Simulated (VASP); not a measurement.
```
Ga2ZnS4
1.0
    5.10279     0.00000     0.00000
    0.00000     5.10279     0.00000
    0.00000     0.00000     5.24204
Zn Ga S
1 2 4
Direct
  0.00000   0.00000   0.00000
  0.00000   0.50000   0.50000
  0.50000   0.00000   0.50000
  0.73305   0.73305   0.23768
  0.73305   0.26695   0.76232
  0.26695   0.26695   0.23768
  0.26695   0.73305   0.76232
```

Calculation: LDA (Ceperley-Alder, Perdew-Zunger), VASP's LDA PAW potentials (set 64) (plane waves; VASP). Run with 400 eV cut-off, Gaussian smearing of 0.050 eV, potentials Zn Ga_d S.

Task: What does the run give for the band gap (along the path) with the smallest direct gap where there is one?

Result: 
| Item | Result |
|---|---|
| band gap (along the path) | 2.10 eV |
| smallest direct gap (along the path) | 2.10 eV |

The absolute energy has meaning only against runs of the same code, potentials and settings.

The structure comes from a computed database's Ga2ZnS4 entry (P-42m); how it stands against other phases isn't given here. It was relaxed first, which changed the volume by -6 %.
